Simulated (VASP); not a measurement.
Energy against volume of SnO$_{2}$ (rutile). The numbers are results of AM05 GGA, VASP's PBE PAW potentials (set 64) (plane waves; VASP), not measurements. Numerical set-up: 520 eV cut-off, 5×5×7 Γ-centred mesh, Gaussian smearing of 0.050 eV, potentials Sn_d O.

Shape and ions are relaxed at each volume.

```tsv
V (Å³/atom)	E (eV/atom)
11.862	-6.39339
12.229	-6.40088
12.596	-6.39581
12.963	-6.38043
```

**Question.** Fit these four points and predict the energy of the run at 11.495 Å³/atom.

**Answer.** A cubic in V^(−2/3), the third-order Birch-Murnaghan form, passes through the four points with V0 = 12.25 Å³/atom and B0 = 180 GPa, and gives -6.3706 eV/atom there. The run gave -6.3707 eV/atom, -0.0 meV/atom from the fit; all five points give B0 = 180 GPa.

The compound is SnO2 in the rutile structure. It was relaxed first.
